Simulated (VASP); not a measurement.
Level of theory: PBEsol GGA, VASP's PBE PAW potentials (set 64) (plane waves; VASP 6.6.1).

Input for VASP

**POSCAR**
```
Te4Pt3
1.0
  1.9940000000   1.1512360000  11.7966670000
 -1.9940000000   1.1512360000  11.7966670000
  0.0000000000  -2.3024730000  11.7966670000
Te Pt
4 3
direct
  0.4430000000   0.4430000000   0.4430000000
  0.5570000000   0.5570000000   0.5570000000
  0.2950000000   0.2950000000   0.2950000000
  0.7050000000   0.7050000000   0.7050000000
  0.0000000000   0.0000000000   0.0000000000
  0.1460000000   0.1460000000   0.1460000000
  0.8540000000   0.8540000000   0.8540000000
```

**INCAR**
```
SYSTEM  =  Te4Pt3
PREC  =  Accurate; ENCUT  =  300; LREAL  =  .FALSE.
LASPH  =  .TRUE.
EDIFF  =  1E-6; NELM  =  100; ALGO  =  Normal
LMAXMIX  =  6
ISMEAR  =  0; SIGMA  =  0.1
GGA  =  PS
ISIF  =  2
LWAVE  =  .FALSE.; LCHARG  =  .FALSE.
```

**KPOINTS**
```
Automatic mesh
0
Gamma
1 1 1
0 0 0
```

POTCAR, in this order: Te Pt (PBE.64 set). Program: vasp_std.

The resulting files:

**OSZICAR**
```
       N       E                     dE             d eps       ncg     rms          rms(c)
DAV:   1     0.251347866120E+03    0.25135E+03   -0.17721E+04    64   0.936E+02
DAV:   2    -0.149628571602E+01   -0.25284E+03   -0.24922E+03    80   0.213E+02
DAV:   3    -0.183781000070E+02   -0.16882E+02   -0.16428E+02    80   0.501E+01
DAV:   4    -0.188836341542E+02   -0.50553E+00   -0.50414E+00    80   0.977E+00
DAV:   5    -0.188974254436E+02   -0.13791E-01   -0.13781E-01    88   0.136E+00    0.330E+01
DAV:   6    -0.171654219574E+02    0.17320E+01   -0.11988E+01    64   0.197E+01    0.248E+01
DAV:   7    -0.169600802102E+02    0.20534E+00   -0.43572E+00    64   0.114E+01    0.552E+00
DAV:   8    -0.167943150126E+02    0.16577E+00   -0.65605E-01    72   0.447E+00    0.210E+00
DAV:   9    -0.167976583072E+02   -0.33433E-02   -0.11786E-01    72   0.184E+00    0.154E+00
DAV:  10    -0.167990293988E+02   -0.13711E-02   -0.16667E-02    80   0.703E-01    0.123E+00
DAV:  11    -0.167993942719E+02   -0.36487E-03   -0.29329E-03    72   0.230E-01    0.474E-01
DAV:  12    -0.167998358405E+02   -0.44157E-03   -0.99609E-04    64   0.141E-01    0.248E-01
DAV:  13    -0.167998530582E+02   -0.17218E-04   -0.97595E-05    80   0.532E-02    0.175E-01
DAV:  14    -0.167998741182E+02   -0.21060E-04   -0.30596E-05    80   0.251E-02    0.595E-02
DAV:  15    -0.167998790274E+02   -0.49092E-05   -0.99974E-06    72   0.170E-02    0.534E-03
DAV:  16    -0.167998789860E+02    0.41452E-07   -0.64857E-07    32   0.404E-03
   1 F= -.16799879E+02 E0= -.16799334E+02  d E =-.108945E-02
```

File OUTCAR:
```
------------------------ aborting loop because EDIFF is reached ----------------------------------------
  FORCE on cell =-STRESS in cart. coord.  units (eV):
  Direction    XX          YY          ZZ          XY          YZ          ZX
  --------------------------------------------------------------------------------------
  Total       27.1984008     27.1983959     30.9504774      0.0000000     -0.0000009      0.0000000
  in kB      268.1968913    268.1968431    305.1952162      0.0000000     -0.0000086      0.0000000
  external PRESSURE =     280.5296502 kB  Pullay stress =       0.0000000 kB
  volume of cell :      162.48
      direct lattice vectors                 reciprocal lattice vectors
     1.994000000  1.151236000 11.796667000     0.250752257  0.144771896  0.028256573
    -1.994000000  1.151236000 11.796667000    -0.250752257  0.144771896  0.028256573
     0.000000000 -2.302473000 11.796667000     0.000000000 -0.289543792  0.028256561
 POSITION                                       TOTAL-FORCE (eV/Angst)
 -----------------------------------------------------------------------------------
      0.00000     -0.00000     15.67777         0.000000      0.000000     -2.558377
      0.00000     -0.00000     19.71223         0.000000     -0.000000      2.558377
      0.00000     -0.00000     10.44005         0.000000      0.000000     -2.652835
      0.00000     -0.00000     24.94995         0.000000     -0.000000      2.652835
      0.00000      0.00000      0.00000         0.000000      0.000000     -0.000000
      0.00000     -0.00000      5.16694         0.000000     -0.000000      0.615875
      0.00000     -0.00000     30.22306         0.000000      0.000000     -0.615875
 -----------------------------------------------------------------------------------
    total drift:                                0.000000     -0.000000      0.000000
  FREE ENERGIE OF THE ION-ELECTRON SYSTEM (eV)
  ---------------------------------------------------
  free  energy   TOTEN  =       -16.7998789860 eV

  energy  without entropy=      -16.7987895332  energy(sigma->0) =      -16.79933426
```
(Selected blocks of OUTCAR.)

OUTCAR:
```
 val. band max:       10.3475552573   @ k =   0.0000   0.0000   0.0000

 cond. band min:      10.7975090816   @ k =   0.0000   0.0000   0.0000


 Fermi energy:        10.5641486371

 k-point     1 :       0.0000    0.0000    0.0000
  band No.  band energies     occupation
      1      -4.8628      2.00000
      2      -3.9548      2.00000
      3      -3.7786      2.00000
      4      -1.9230      2.00000
      5       1.7817      2.00000
      6       2.6857      2.00000
      7       2.6857      2.00000
      8       3.0608      2.00000
      9       3.0608      2.00000
     10       3.5583      2.00000
     11       3.5583      2.00000
     12       3.7119      2.00000
     13       3.9675      2.00000
     14       4.4947      2.00000
     15       4.4947      2.00000
     16       5.6257      2.00000
     17       5.6257      2.00000
     18       6.4987      2.00000
     19       6.4987      2.00000
     20       6.6822      2.00000
     21       6.9575      2.00000
     22       6.9717      2.00000
     23       8.3781      2.00000
     24       8.3781      2.00000
     25       9.3220      2.00000
     26       9.3220      2.00000
     27      10.3476      1.99781
     28      10.7975      0.00097
     29      10.8099      0.00051
     30      10.8099      0.00051
     31      10.8390      0.00010
     32      10.8390      0.00010
```

At this cut-off the stress carries a Pulay error, which pulls relaxed volumes low. Unless said otherwise, spin-orbit coupling is left out, though it shifts the bands of the heavy elements here.

The structure comes from a measured Te4Pt3 entry of the Crystallography Open Database, whose conditions weren't checked. The cell was not relaxed at this level. The k-mesh is coarse (spacing up to 1.83 per Å, 2π included), so the numbers may not be converged in it. The run is one of a series of settings (KPOINTS 1×1×1 Γ-centred mesh against the base run), some of them coarse on purpose.
